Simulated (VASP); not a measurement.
# InSbN2 with LDA: from relaxation to properties, part 5 of 5

Aim: relax InSbN2, then compute properties on the relaxed cell. The cell is invented: it takes the structure of a Materials Project entry for InGaN2 (space group 156 there), with some of its atoms replaced by other elements, volume scaled by an estimate. It may not be a known or stable phase.

VASP 6.6.1; LDA; plane waves and PAW (Sb, In_d, N); invented cell.

Still holding for the runs below: The k-mesh is coarse for a metal.

So far. Step 10 (Volume scan with LDA, volume scale 0.98): The run ends at a pressure of 2.62 GPa, with forces up to 0.11 eV/Å.

## 11. Volume scan with LDA, volume scale 1

INCAR reads:

```
SYSTEM = InSbN2
PREC = Accurate
ENCUT = 520
EDIFF = 1E-06
NELM = 100
ISMEAR = 0
SIGMA = 0.05
LREAL = .FALSE.
ALGO = Normal
GGA = CA
NBANDS = 20
LORBIT = 11
LWAVE = .FALSE.
LCHARG = .FALSE.
KPAR = 2
ISIF = 2
```

POSCAR reads:

```
InSbN2
1.0
    3.7922565439      0.0000000000      0.0000000000
   -1.8961282720      3.2841894954      0.0000000000
    0.0000000000      0.0000000000      5.1914643668
Sb In N
1 1 2
Direct
    0.6666666700      0.3333333300      0.5280245363
    0.0000000000      0.0000000000      0.0132476140
    0.6666666700      0.3333333300      0.1205562738
    0.0000000000      0.0000000000      0.5797705760
```

KPOINTS reads:

```
Automatic mesh
0
Gamma
6 6 4
0 0 0
```

PAW data sets: Sb, In_d and N (LDA family, release 64).

Started as:

```sh
mpirun -np 2 vasp_std
```

Log:

```text
[... set-up lines as in an earlier step ...]
 entering main loop
       N       E                     dE             d eps       ncg     rms          rms(c)
[... 1 cycle as in an earlier step ...]
DAV:   2     0.254224758764E+01   -0.24226E+03   -0.23170E+03  1068   0.382E+02
DAV:   3    -0.271368379447E+02   -0.29679E+02   -0.28526E+02  1208   0.130E+02
DAV:   4    -0.285726697403E+02   -0.14358E+01   -0.14152E+01  1180   0.280E+01
[... 1 cycle as in an earlier step ...]
DAV:   6    -0.247805218075E+02    0.38366E+01   -0.23653E+01  1444   0.474E+01    0.870E+00
DAV:   7    -0.246022049553E+02    0.17832E+00   -0.18531E+00  1092   0.123E+01    0.296E+00
DAV:   8    -0.245628748607E+02    0.39330E-01   -0.32709E-01  1232   0.410E+00    0.924E-01
DAV:   9    -0.245459074187E+02    0.16967E-01   -0.38814E-02  1496   0.236E+00    0.379E-01
[...]
DAV:  13    -0.245446381650E+02    0.20973E-04   -0.87563E-05  1276   0.916E-02    0.129E-02
DAV:  14    -0.245446368598E+02    0.13052E-05   -0.24404E-05  1356   0.382E-02    0.103E-02
DAV:  15    -0.245446367851E+02    0.74707E-07   -0.92136E-07   692   0.851E-03
   1 F= -.24544637E+02 E0= -.24544185E+02  d E =-.903408E-03
```

It took 21 s on 2 MPI ranks of Intel Xeon Platinum 8375C at 2.90GHz (Ice Lake), shared host; peak memory 0.33 GiB.

OUTCAR, selected parts (step 11):

```text
  Total        0.0050505      0.0050505     -0.0009645     -0.0000000      0.0000000      0.0000000
  in kB        0.1251501      0.1251501     -0.0238995     -0.0000000      0.0000000      0.0000000
  external PRESSURE =       0.0754669 kB  Pullay stress =       0.0000000 kB

 POSITION                                       TOTAL-FORCE (eV/Angst)
 -----------------------------------------------------------------------------------
      1.89613      1.09473      2.74122         0.000000     -0.000000     -0.001898
      0.00000      0.00000      0.06877         0.000000     -0.000000      0.003762
      1.89613      1.09473      0.62586        -0.000000     -0.000000     -0.006422
      0.00000      0.00000      3.00986         0.000000      0.000000      0.004559
 -----------------------------------------------------------------------------------
    total drift:                               -0.000014      0.000025      0.000516

  FREE ENERGIE OF THE ION-ELECTRON SYSTEM (eV)
  ---------------------------------------------------
  free  energy   TOTEN  =       -24.5446367851 eV

  energy  without entropy=      -24.5437333771  energy(sigma->0) =      -24.54418508

[... 2 parts as in an earlier step ...]

[... 1 further part left out ...]
[key lines of the parts left out:]
E-fermi :   8.2333
```

The pressure falls from 2.62 to 0.01 GPa.

The run ends at a pressure of 0.01 GPa, with forces up to 0.0064 eV/Å.

## 12. Volume scan with LDA, volume scale 1.02

INCAR is that of step 11.

POSCAR reads:

```
InSbN2
1.0
    3.8173715576      0.0000000000      0.0000000000
   -1.9086857788      3.3059397286      0.0000000000
    0.0000000000      0.0000000000      5.2258459275
Sb In N
1 1 2
Direct
    0.6666666700      0.3333333300      0.5280245363
    0.0000000000      0.0000000000      0.0132476140
    0.6666666700      0.3333333300      0.1205562738
    0.0000000000      0.0000000000      0.5797705760
```

KPOINTS is that of step 11.

Started as:

```sh
mpirun -np 2 vasp_std
```

Log:

```text
[... set-up lines as in an earlier step ...]
 entering main loop
       N       E                     dE             d eps       ncg     rms          rms(c)
DAV:   1     0.236448947498E+03    0.23645E+03   -0.12640E+04   960   0.153E+03
DAV:   2     0.198574584086E+01   -0.23446E+03   -0.22457E+03  1100   0.379E+02
DAV:   3    -0.272461960200E+02   -0.29232E+02   -0.28430E+02  1208   0.128E+02
DAV:   4    -0.285143052503E+02   -0.12681E+01   -0.12547E+01  1132   0.280E+01
[...]
DAV:  13    -0.245359004574E+02    0.20948E-04   -0.90595E-05  1272   0.960E-02    0.124E-02
DAV:  14    -0.245358996310E+02    0.82640E-06   -0.20592E-05  1312   0.333E-02    0.104E-02
DAV:  15    -0.245358996327E+02   -0.17003E-08   -0.63912E-07   620   0.655E-03
   1 F= -.24535900E+02 E0= -.24535448E+02  d E =-.903407E-03
```

It took 20 s on 2 MPI ranks; peak memory 0.32 GiB.

Parts of OUTCAR (step 12):

```text
  Total       -0.9552569     -0.9552563     -0.9750482      0.0000000      0.0000000      0.0000000
  in kB      -23.2067756    -23.2067614    -23.6875797      0.0000000      0.0000000      0.0000000
  external PRESSURE =     -23.3670389 kB  Pullay stress =       0.0000000 kB

 POSITION                                       TOTAL-FORCE (eV/Angst)
 -----------------------------------------------------------------------------------
      1.90869      1.10198      2.75937         0.000000      0.000000     -0.107795
      0.00000      0.00000      0.06923        -0.000000      0.000000     -0.007357
      1.90869      1.10198      0.63001        -0.000000      0.000000      0.050440
      0.00000      0.00000      3.02979         0.000000     -0.000000      0.064712
 -----------------------------------------------------------------------------------
    total drift:                               -0.000014      0.000024      0.000213

  FREE ENERGIE OF THE ION-ELECTRON SYSTEM (eV)
  ---------------------------------------------------
  free  energy   TOTEN  =       -24.5358996327 eV

  energy  without entropy=      -24.5349962254  energy(sigma->0) =      -24.53544793

[... 1 part as in an earlier step ...]

[... 2 further parts left out ...]
[key lines of the parts left out:]
E-fermi :   7.9306
```

The pressure falls from 0.01 to -2.34 GPa.

The run ends at a pressure of -2.34 GPa, with forces up to 0.11 eV/Å.

## 13. Volume scan with LDA, volume scale 1.04

INCAR is that of step 12.

POSCAR reads:

```
InSbN2
1.0
    3.8421603792      0.0000000000      0.0000000000
   -1.9210801896      3.3274074712      0.0000000000
    0.0000000000      0.0000000000      5.2597809428
Sb In N
1 1 2
Direct
    0.6666666700      0.3333333300      0.5280245363
    0.0000000000      0.0000000000      0.0132476140
    0.6666666700      0.3333333300      0.1205562738
    0.0000000000      0.0000000000      0.5797705760
```

KPOINTS is that of step 12.

Started as:

```sh
mpirun -np 2 vasp_std
```

Log:

```text
[... set-up lines as in an earlier step ...]
 entering main loop
       N       E                     dE             d eps       ncg     rms          rms(c)
DAV:   1     0.242617365811E+03    0.24262E+03   -0.12655E+04   960   0.151E+03
DAV:   2     0.364678805834E+01   -0.23897E+03   -0.22982E+03  1092   0.382E+02
DAV:   3    -0.269903437269E+02   -0.30637E+02   -0.29547E+02  1228   0.130E+02
DAV:   4    -0.284272304548E+02   -0.14369E+01   -0.14177E+01  1112   0.292E+01
[...]
DAV:  13    -0.245091374472E+02    0.19327E-04   -0.10338E-04  1252   0.101E-01    0.881E-03
DAV:  14    -0.245091376601E+02   -0.21289E-06   -0.13697E-05  1268   0.247E-02    0.974E-03
DAV:  15    -0.245091377014E+02   -0.41267E-07   -0.51045E-07   600   0.593E-03
   1 F= -.24509138E+02 E0= -.24508686E+02  d E =-.903407E-03
```

Elapsed: 19 s, on 2 MPI ranks; peak memory 0.33 GiB.

OUTCAR, selected parts (step 13):

```text
  Total       -1.8549137     -1.8549126     -1.8827911      0.0000000      0.0000000      0.0000000
  in kB      -44.1962241    -44.1961970    -44.8604454      0.0000000      0.0000000      0.0000000
  external PRESSURE =     -44.4176222 kB  Pullay stress =       0.0000000 kB

 POSITION                                       TOTAL-FORCE (eV/Angst)
 -----------------------------------------------------------------------------------
      1.92108      1.10914      2.77729        -0.000000      0.000000     -0.206534
      0.00000      0.00000      0.06968         0.000000      0.000000     -0.017712
      1.92108      1.10914      0.63410         0.000000      0.000000      0.104009
      0.00000      0.00000      3.04947        -0.000000      0.000000      0.120237
 -----------------------------------------------------------------------------------
    total drift:                               -0.000014      0.000024     -0.000287

  FREE ENERGIE OF THE ION-ELECTRON SYSTEM (eV)
  ---------------------------------------------------
  free  energy   TOTEN  =       -24.5091377014 eV

  energy  without entropy=      -24.5082342946  energy(sigma->0) =      -24.50868600

[... 1 part as in an earlier step ...]

[... 2 further parts left out ...]
[key lines of the parts left out:]
E-fermi :   7.6384
```

The pressure falls from -2.34 to -4.44 GPa.

The run ends at a pressure of -4.44 GPa, with forces up to 0.21 eV/Å.

## 14. Volume scan with LDA, volume scale 1.06

A prediction first. A parabola through the 6 pressures of evenly scaled cells so far, P = 0.00 -124.1 t +282 t² GPa with t = ln(V/V₁) and V₁ the volume at scale 1, gives -6.27 GPa at t = +0.0583.

INCAR is that of step 13.

POSCAR reads:

```
InSbN2
1.0
    3.8666333981      0.0000000000      0.0000000000
   -1.9333166991      3.3486017208      0.0000000000
    0.0000000000      0.0000000000      5.2932836355
Sb In N
1 1 2
Direct
    0.6666666700      0.3333333300      0.5280245363
    0.0000000000      0.0000000000      0.0132476140
    0.6666666700      0.3333333300      0.1205562738
    0.0000000000      0.0000000000      0.5797705760
```

KPOINTS is that of step 13.

Started as:

```sh
mpirun -np 2 vasp_std
```

Log:

```text
[... set-up lines as in an earlier step ...]
 entering main loop
       N       E                     dE             d eps       ncg     rms          rms(c)
DAV:   1     0.244197374776E+03    0.24420E+03   -0.12762E+04   968   0.153E+03
DAV:   2     0.316307629697E+01   -0.24103E+03   -0.23107E+03  1112   0.390E+02
DAV:   3    -0.268141173248E+02   -0.29977E+02   -0.28917E+02  1228   0.129E+02
DAV:   4    -0.283510642895E+02   -0.15369E+01   -0.14695E+01  1132   0.286E+01
[...]
DAV:  13    -0.244663365809E+02    0.20083E-04   -0.11109E-04  1264   0.104E-01    0.879E-03
DAV:  14    -0.244663368765E+02   -0.29553E-06   -0.13480E-05  1248   0.241E-02    0.100E-02
DAV:  15    -0.244663368984E+02   -0.21950E-07   -0.46627E-07   608   0.594E-03
   1 F= -.24466337E+02 E0= -.24465885E+02  d E =-.903406E-03
```

It took 19 s on 2 MPI ranks; peak memory 0.33 GiB; 37 s of CPU time.

From OUTCAR (step 14):

```text
  Total       -2.6991333     -2.6991317     -2.7284448      0.0000000      0.0000000      0.0000000
  in kB      -63.0976609    -63.0976221    -63.7828761      0.0000000      0.0000000      0.0000000
  external PRESSURE =     -63.3260530 kB  Pullay stress =       0.0000000 kB

 POSITION                                       TOTAL-FORCE (eV/Angst)
 -----------------------------------------------------------------------------------
      1.93332      1.11620      2.79498         0.000000      0.000000     -0.298612
      0.00000      0.00000      0.07012         0.000000      0.000000     -0.027073
      1.93332      1.11620      0.63814         0.000000      0.000000      0.154369
      0.00000      0.00000      3.06889        -0.000000      0.000000      0.171316
 -----------------------------------------------------------------------------------
    total drift:                               -0.000015      0.000024     -0.000172

  FREE ENERGIE OF THE ION-ELECTRON SYSTEM (eV)
  ---------------------------------------------------
  free  energy   TOTEN  =       -24.4663368984 eV

  energy  without entropy=      -24.4654334919  energy(sigma->0) =      -24.46588520

[... 1 part as in an earlier step ...]

[... 2 further parts left out ...]
[key lines of the parts left out:]
E-fermi :   7.3559
```

The pressure falls from -4.44 to -6.33 GPa. The parabola predicted -6.27 GPa, +0.06 GPa off.

## 15. Comparing the runs

Times are for 2 MPI ranks of Intel Xeon Platinum 8375C at 2.90GHz (Ice Lake), shared host. The series side by side:

| no. | volume scale | energy above the lowest point (meV/atom) | pressure (GPa) | time | memory (GiB) |
| --- | --- | --- | --- | --- | --- |
| 1 | 0.94 | 25.74 | 8.769 | 21 s | 0.33 |
| 2 | 0.96 | 11.17 | 5.523 | 25 s | 0.32 |
| 3 | 0.98 | 2.8 | 2.618 | 19 s | 0.32 |
| 4 | 1 | 0 | 0.007547 | 21 s | 0.33 |
| 5 | 1.02 | 2.18 | -2.337 | 20 s | 0.32 |
| 6 | 1.04 | 8.87 | -4.442 | 19 s | 0.33 |
| 7 | 1.06 | 19.57 | -6.333 | 19 s | 0.33 |

## 16. Fit for LDA

This step: Birch-Murnaghan fit, LDA; plane waves and PAW; invented cell (VASP 6.6.1).

Derived from the runs above.

Numbers from this step:

- pressure derivative of the bulk modulus: 4.389
- r.m.s. error of the fit: 3.40e-6 eV/atom
- minimum inside the sampled range: yes
- bulk modulus: 123.2 GPa
- equilibrium volume of the fit: 16.18 Å³/atom

Energy above the fitted minimum against volume:

| volume (Å³/atom) | energy above the fitted minimum (eV/atom) |
| --- | --- |
| 15.194 | 0.0257 |
| 15.518 | 0.0112 |
| 15.841 | 0.00281 |
| 16.164 | 6.4e-6 |
| 16.488 | 0.00219 |
| 16.811 | 0.00888 |
| 17.134 | 0.0196 |

The fitted volume lies +0.09 % from the relaxed one. The atoms bear forces along the scan, since they were held; freeing them would lower the modulus.

## 17. Summary of results

```json
{"relaxed volume": "16.16 Å³/atom", "relaxed conventional cell a, b, c": "3.792, 3.792, 5.191 Å; angles 90.0, 90.0, 120.0°", "space group after relaxing, within 0.02 Å": "P3m1 (No. 156)", "band gap": "none, a metal", "DOS at the Fermi level": "0.791 states/eV/cell", "bulk modulus from the fit": "123 GPa", "volume from the fit": "16.2 Å³/atom"}
```

In words: With LDA, InSbN2 relaxes to 16.16 Å³/atom in space group P3m1 (held by the symmetry of the run), comes out as a metal and has a bulk modulus of 123 GPa at fixed shape and positions, an upper bound. Band structure (LDA): Of the bands kept, 2 cross the Fermi level on this path. Spin-orbit coupling is left out, and with elements this heavy it would split and shift bands near the Fermi level. The k-sampling is coarse for a metal, so the Fermi level, pressures and the shape of the cell carry errors. No search among competing phases was made. All values are for a static lattice at zero temperature.

[Lines on the potential files, build, host, timing and source positions are cut from VASP's logs without a mark.]

[Logs are printed without paths, hosts, clocks, repeated set-up lines and the standing remarks that a program may print on its own settings, such as how far it seeks lower states.]

[Hosts, paths, dates, database ids (printed as entryN), source tags and the programs' standing remarks are cut or masked in the printed files.]

[A measured line is paired with the nearest computed mode of its activity, which favours agreement.]
